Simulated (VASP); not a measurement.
```yaml
crystal:
  lattice:
    - [0.00000, 3.46011, 3.46011]
    - [3.46011, 0.00000, 3.46011]
    - [3.46011, 3.46011, 0.00000]
  atoms:
    - { symbol: Sr, position: [0.00000, 0.00000, 0.00000] }
    - { symbol: Cl, position: [0.25000, 0.25000, 0.25000] }
    - { symbol: Cl, position: [0.75000, 0.75000, 0.75000] }
```

Calculation: PBEsol GGA, VASP's PBE PAW potentials (set 64) (plane waves; VASP). Numerical set-up: 400 eV cut-off, 6×6×6 Γ-centred mesh, tetrahedra with Blöchl corrections, potentials Sr_sv Cl.

Predict the energy per atom (σ→0), band gap (on the k-mesh) with the smallest direct gap where there is one.

```yaml
band gap (on the k-mesh): 5.22 eV
smallest direct gap (on the k-mesh): 5.34 eV
energy per atom (σ→0): -4.447 eV/atom
```

Total energies compare only between runs with the same potentials, cut-off and functional.

The compound is SrCl2 in the fluorite structure. It was relaxed first.
